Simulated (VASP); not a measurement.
# Li2Nb (Fd-3m) in VASP: single point with PBE

Aim: the single point of Li2Nb with PBE.

Everything below comes from runs of VASP 6.6.1. Logs are shortened: lines on timing, memory, paths and dates and some standing lists are left out, and cuts for length are marked.

## (1) The cell of the first run

Symmetry: Fd-3m, No. 227, cubic system. The conventional cell has a = 7.166 Å, b = 7.166 Å, c = 7.166 Å, α = 90.00°, β = 90.00°, γ = 90.00°. Li (site symmetry -3m) is surrounded by 6 Li at 2.53 Å. Nb (site symmetry -43m) is surrounded by 12 Li at 2.97 Å and 4 Nb at 3.10 Å.

The cell was built by a generator and needn't be a form met in nature.

## (2) Single point, PBE (species swapped into the YAl2 type (Fd-3m, No. 227))

INCAR

```
SYSTEM = Li2Nb
PREC = Accurate ; ENCUT = 520
EDIFF = 1E-6 ; ISMEAR = 0
SIGMA = 0.1 ; LREAL = .False.
LASPH = .True. ; NELM = 60
ALGO = Normal ; ISIF = 2
LWAVE = .False. ; LCHARG = .True.
GGA = PE ; LELF = .True.
LVHAR = .True. ; NBANDS = 28
```

KPOINTS

```
regular mesh
0
Gamma
  4 4 4
  0 0 0
```

POSCAR

```
Li2Nb
1.0
    0.0000000000      3.5831643262      3.5831643262
    3.5831643262      0.0000000000      3.5831643262
    3.5831643262      3.5831643262      0.0000000000
Li Nb
4 2
Direct
    0.1250000000      0.6250000000      0.1250000000
    0.1250000000      0.1250000000      0.6250000000
    0.6250000000      0.1250000000      0.1250000000
    0.1250000000      0.1250000000      0.1250000000
    0.7500000000      0.7500000000      0.7500000000
    0.5000000000      0.5000000000      0.5000000000
```

Potentials or basis: VASP PAW PBE potentials, release 64 (Li_sv, Nb_sv).

Started as:

```sh
cat potpaw_PBE.64/Li_sv/POTCAR potpaw_PBE.64/Nb_sv/POTCAR > POTCAR
mpirun -np 1 vasp_std > vasp.out
```

OUTCAR:

```text
SYSTEM = Li2Nb
   PREC = Accurate
   ENCUT = 520
   EDIFF = 1E-6
   ISMEAR = 0
   LREAL = .False.
   LASPH = .True.
   NELM = 60
   ISIF = 2
   GGA = PE

 ion  position               nearest neighbor table
   1  0.125  0.625  0.125-   4 2.53   2 2.53   2 2.53   3 2.53   4 2.53   3 2.53
   2  0.125  0.125  0.625-   4 2.53   1 2.53   3 2.53   4 2.53   1 2.53   3 2.53
   3  0.625  0.125  0.125-   4 2.53   2 2.53   1 2.53   1 2.53   2 2.53   4 2.53
   4  0.125  0.125  0.125-   1 2.53   2 2.53   3 2.53   2 2.53   1 2.53   3 2.53
   5  0.750  0.750  0.750-
   6  0.500  0.500  0.500-

  LATTYP: Found a face centered cubic cell.
 ALAT       =     7.1663286524

  Lattice vectors:

 A1 = (   0.0000000000,   3.5831643262,   3.5831643262)
 A2 = (   3.5831643262,   0.0000000000,   3.5831643262)
 A3 = (   3.5831643262,   3.5831643262,   0.0000000000)

Analysis of symmetry for initial positions (statically):
=====================================================================
 Subroutine PRICEL returns:
 Original cell was already a primitive cell.

 Routine SETGRP: Setting up the symmetry group for a
 face centered cubic supercell.

 Subroutine GETGRP returns: Found 48 space group operations
 (whereof 24 operations were pure point group operations)
 out of a pool of 48 trial point group operations.

The static configuration has the point symmetry T_d .
 The point group associated with its full space group is O_h .

Analysis of symmetry for dynamics (positions and initial velocities):
=====================================================================
 Subroutine PRICEL returns:
 Original cell was already a primitive cell.

 Routine SETGRP: Setting up the symmetry group for a
 face centered cubic supercell.

 Subroutine GETGRP returns: Found 48 space group operations
 (whereof 24 operations were pure point group operations)
 out of a pool of 48 trial point group operations.

The dynamic configuration has the point symmetry T_d .
 The point group associated with its full space group is O_h .

 Subroutine INISYM returns: Found 48 space group operations
 (whereof 24 operations are pure point group operations),
 and found     1 'primitive' translations

----------------------------------------------------------------------------------------

                                     Primitive cell

  volume of cell :      92.0090

  direct lattice vectors                    reciprocal lattice vectors
     0.000000000  3.583164326  3.583164326    -0.139541465  0.139541465  0.139541465
     3.583164326  0.000000000  3.583164326     0.139541465 -0.139541465  0.139541465
     3.583164326  3.583164326  0.000000000     0.139541465  0.139541465 -0.139541465

  length of vectors
     5.067359586  5.067359586  5.067359586     0.241692907  0.241692907  0.241692907

  position of ions in fractional coordinates (direct lattice)
     0.125000000  0.625000000  0.125000000
     0.125000000  0.125000000  0.625000000
     0.625000000  0.125000000  0.125000000
     0.125000000  0.125000000  0.125000000
     0.750000000  0.750000000  0.750000000
     0.500000000  0.500000000  0.500000000

  ion indices of the primitive-cell ions
   primitive index   ion index
                 1           1
                 2           2
                 3           3
                 4           4
                 5           5
                 6           6

----------------------------------------------------------------------------------------

 KPOINTS: regular mesh

Automatic generation of k-mesh.
 Grid dimensions read from file:
 generate k-points for:    4    4    4

 Generating k-lattice:

  Cartesian coordinates                     Fractional coordinates (reciprocal lattice)
    -0.034885366  0.034885366  0.034885366     0.250000000  0.000000000  0.000000000
     0.034885366 -0.034885366  0.034885366     0.000000000  0.250000000  0.000000000
     0.034885366  0.034885366 -0.034885366     0.000000000  0.000000000  0.250000000

  Length of vectors
     0.060423227  0.060423227  0.060423227

  Shift w.r.t. Gamma in fractional coordinates (k-lattice)
     0.000000000  0.000000000  0.000000000

 Subroutine IBZKPT returns following result:
 ===========================================

 Found      8 irreducible k-points:

 Following reciprocal coordinates:
            Coordinates               Weight
  0.000000  0.000000  0.000000      1.000000
  0.250000  0.000000  0.000000      8.000000
  0.500000  0.000000  0.000000      4.000000
  0.250000  0.250000  0.000000      6.000000
  0.500000  0.250000  0.000000     24.000000
 -0.250000  0.250000  0.000000     12.000000
  0.500000  0.500000  0.000000      3.000000
 -0.250000  0.500000  0.250000      6.000000
   k-points           NKPTS =      8   k-points in BZ     NKDIM =      8   number of bands    NBANDS=     28
   number of dos      NEDOS =    301   number of ions     NIONS =      6
   total plane-waves  NPLWV =  64000
   dimension x,y,z NGX =    40 NGY =   40 NGZ =   40
   dimension x,y,z NGXF=    80 NGYF=   80 NGZF=   80
   ions per type =               4   2
   NGX,Y,Z   is equivalent  to a cutoff of  13.12, 13.12, 13.12 a.u.
   NGXF,Y,Z  is equivalent  to a cutoff of  26.25, 26.25, 26.25 a.u.
 SYSTEM =  Li2Nb
   PREC   = accura    normal or accurate (medium, high low for compatibility)
   ISTART =      0    job   : 0-new  1-cont  2-samecut
   ICHARG =      2    charge: 1-file 2-atom 10-const
   ISPIN  =      1    spin polarized calculation?
   LNONCOLLINEAR =      F non collinear calculations
   LSORBIT =      F    spin-orbit coupling
   LASPH  =      T    aspherical Exc in radial PAW
   ENCUT  =  520.0 eV  38.22 Ry    6.18 a.u.   9.42  9.42  9.42*2*pi/ulx,y,z
   NELM   =     60;   NELMIN=  2; NELMDL= -5     # of ELM steps
   EDIFF  = 0.1E-05   stopping-criterion for ELM
   LREAL  =      F    real-space projection
   EDIFFG = 0.1E-04   stopping-criterion for IOM
   NSW    =      0    number of steps for IOM
   IBRION =     -1    ionic relax: 0-MD 1-quasi-New 2-CG
   NFREE  =      0    steps in history (QN), initial steepest desc. (CG)
   ISIF   =      2    stress and relaxation
   ISYM   =      2    0-nonsym 1-usesym 2-fastsym
   POTIM  = 0.5000    time-step for ionic-motion
   TEBEG  =    0.0;   TEEND  =   0.0 temperature during run
   PSTRESS=    0.0 pullay stress
   NELECT =      38.0000    total number of electrons
   NUPDOWN=      -1.0000    fix difference up-down
   EMIN   =  10.00;   EMAX   =-10.00  energy-range for DOS
   EFERMI =   0.00;   METHOD = LEGACY
   ISMEAR =     0;   SIGMA  =   0.10  broadening in eV -4-tet -1-fermi 0-gaus
   EFERMI_NEDOS =   21; number of points for ismear=-14 and -15
   IALGO  =     38    algorithm
   IMIX   =      4    mixing-type and parameters
     AMIX     =   0.40;   BMIX     =  1.00
     AMIX_MAG =   1.60;   BMIX_MAG =  1.00
  volume/ion in A,a.u.               =      15.33       103.48
  Fermi-wavevector in a.u.,A,eV,Ry     =   1.219156  2.303871 20.222904  1.486342
  Thomas-Fermi vector in A             =   2.354418
   LORBIT       =      0    0 simple, 1 ext, 2 COOP (PROOUT), +10 PAW based schemes
   GGA     = PE    functional components
   LHFCALC =     F    Hartree Fock is set to
   AEXX    =    0.0000 exact exchange contribution
   IVDW    =     0    specifies the selected vdW correction
   LEPSILON=     F    determine dielectric tensor
   LRPA    =     F    only Hartree local field effects (RPA)
 non-spin polarized calculation
 Gauss-broadening in eV      SIGMA  =   0.10
  energy-cutoff  :      520.00
  volume of cell :       92.01
 maximum number of plane-waves:      2493
 NGX is ok and might be reduce to    40
   NGX = 19   NGY = 19   NGZ = 19

 number of electron      37.9999974 magnetization

 Free energy of the ion-electron system (eV)
  ---------------------------------------------------
  ext. energy  EPLUGINS =         0.00000000
  ---------------------------------------------------
  free energy    TOTEN  =       -24.83256636 eV

  energy without entropy =      -24.76980674  energy(sigma->0) =      -24.80118655

 E-fermi :   5.2317     XC(G=0):  -9.9063

 val. band max:        5.2153013639   @ k =  -0.2500   0.2500   0.0000
 cond. band min:       5.2402071106   @ k =   0.2500   0.2500   0.0000
 fundamental gap:      0.0249057467
 Fermi energy:         5.2316693316

 k-point     1 :       0.0000    0.0000    0.0000
  band No.  band energies     occupation
      1     -49.2864      2.00000
      2     -49.2080      2.00000
      3     -39.9945      2.00000
      4     -39.9013      2.00000
      5     -39.9013      2.00000
      6     -39.9013      2.00000
[... 20 lines left out ...]
     27      11.5173      0.00000
     28      11.8350      0.00000

 k-point     2 :       0.2500    0.0000    0.0000
  band No.  band energies     occupation
      1     -49.2781      2.00000
      2     -49.2162      2.00000
      3     -39.9849      2.00000
      4     -39.9112      2.00000
      5     -39.9014      2.00000
      6     -39.9014      2.00000
[... 20 lines left out ...]
     27       9.9285      0.00000
     28      11.9498      0.00000

 k-point     3 :       0.5000    0.0000    0.0000
  band No.  band energies     occupation
      1     -49.2668      2.00000
      2     -49.2276      2.00000
      3     -39.9716      2.00000
      4     -39.9248      2.00000
      5     -39.9015      2.00000
      6     -39.9015      2.00000
[... 20 lines left out ...]
     27       9.0911      0.00000
     28      12.2564      0.00000

 k-point     4 :       0.2500    0.2500    0.0000
  band No.  band energies     occupation
      1     -49.2749      2.00000
      2     -49.2195      2.00000
      3     -39.9810      2.00000
      4     -39.9152      2.00000
      5     -39.9015      2.00000
      6     -39.9015      2.00000
[... 20 lines left out ...]
     27       9.1749      0.00000
     28      10.7813      0.00000

 k-point     5 :       0.5000    0.2500    0.0000
  band No.  band energies     occupation
      1     -49.2610      2.00000
      2     -49.2334      2.00000
      3     -39.9647      2.00000
      4     -39.9317      2.00000
      5     -39.9015      2.00000
      6     -39.9014      2.00000
[... 20 lines left out ...]
     27       9.1462      0.00000
     28      10.8755      0.00000

 k-point     6 :      -0.2500    0.2500    0.0000
  band No.  band energies     occupation
      1     -49.2668      2.00000
      2     -49.2276      2.00000
      3     -39.9716      2.00000
      4     -39.9249      2.00000
      5     -39.9015      2.00000
      6     -39.9014      2.00000
[... 20 lines left out ...]
     27       8.9570      0.00000
     28      11.6845      0.00000

 k-point     7 :       0.5000    0.5000    0.0000
  band No.  band energies     occupation
      1     -49.2472      2.00000
      2     -49.2472      2.00000
      3     -39.9482      2.00000
      4     -39.9482      2.00000
      5     -39.9015      2.00000
      6     -39.9015      2.00000
[... 20 lines left out ...]
     27       9.3464      0.00000
     28       9.3464      0.00000

 k-point     8 :      -0.2500    0.5000    0.2500
  band No.  band energies     occupation
      1     -49.2472      2.00000
      2     -49.2472      2.00000
      3     -39.9483      2.00000
      4     -39.9483      2.00000
      5     -39.9015      2.00000
      6     -39.9015      2.00000
[... 20 lines left out ...]
     27      10.1623      0.00000
     28      10.1623      0.00000

------------------------ aborting loop because EDIFF is reached ----------------------------------------

  FORCE on cell =-STRESS in cart. coord.  units (eV):
  Direction    XX          YY          ZZ          XY          YZ          ZX
  --------------------------------------------------------------------------------------
  -------------------------------------------------------------------------------------
  Total       -0.2581958     -0.2581958     -0.2581958     -0.0000000      0.0000000     -0.0000000
  in kB       -4.4960339     -4.4960339     -4.4960339     -0.0000000      0.0000000     -0.0000000
  external PRESSURE =      -4.4960339 kB  Pullay stress =       0.0000000 kB

 VOLUME and BASIS-vectors are now :
 -----------------------------------------------------------------------------
  energy-cutoff  :      520.00
  volume of cell :       92.01
      direct lattice vectors                 reciprocal lattice vectors
     0.000000000  3.583164326  3.583164326    -0.139541465  0.139541465  0.139541465
     3.583164326  0.000000000  3.583164326     0.139541465 -0.139541465  0.139541465
     3.583164326  3.583164326  0.000000000     0.139541465  0.139541465 -0.139541465

 POSITION                                       TOTAL-FORCE (eV/Angst)
 -----------------------------------------------------------------------------------
      2.68737      0.89579      2.68737        -0.000000     -0.000000      0.000000
      2.68737      2.68737      0.89579        -0.000000     -0.000000      0.000000
      0.89579      2.68737      2.68737        -0.000000     -0.000000      0.000000
      0.89579      0.89579      0.89579        -0.000000     -0.000000      0.000000
      5.37475      5.37475      5.37475        -0.000000     -0.000000     -0.000000
      3.58316      3.58316      3.58316         0.000000      0.000000      0.000000
 -----------------------------------------------------------------------------------
    total drift:                               -0.000000     -0.000000      0.000000

  FREE ENERGIE OF THE ION-ELECTRON SYSTEM (eV)
  ---------------------------------------------------
  free  energy   TOTEN  =       -24.8325663570 eV

  energy  without entropy=      -24.7698067372  energy(sigma->0) =      -24.80118655
```

Run time: 21 s. Hardware: 1 thread of Intel Xeon Platinum 8488C (Sapphire Rapids), shared host; peak memory 0.22 GiB.

Results:

* Free energy: -24.8326 eV
* Band gap on the k mesh: none (metal or under the smearing width)

Levels at points of the mesh, in eV from the Fermi level:
| k point | band 17 | band 18 | band 19 | band 20 | band 21 | band 22 |
| --- | --- | --- | --- | --- | --- | --- |
| (0.00, 0.00, 0.00) | -0.47 | -0.47 | -0.40 | -0.40 | -0.40 | 0.89 |
| (0.50, 0.00, 0.00) | -0.52 | -0.52 | -0.44 | 0.54 | 0.58 | 0.58 |
| (0.50, 0.50, 0.00) | -0.28 | -0.28 | 0.55 | 0.55 | 0.66 | 0.66 |

Caveat: the k mesh is coarse (spacing up to 0.38 Å⁻¹), so the values aren't converged; the cutoff is under 1.25 times the usual one of these potentials, so pressure, stress and relaxed cells hold a basis-set (Pulay) error.
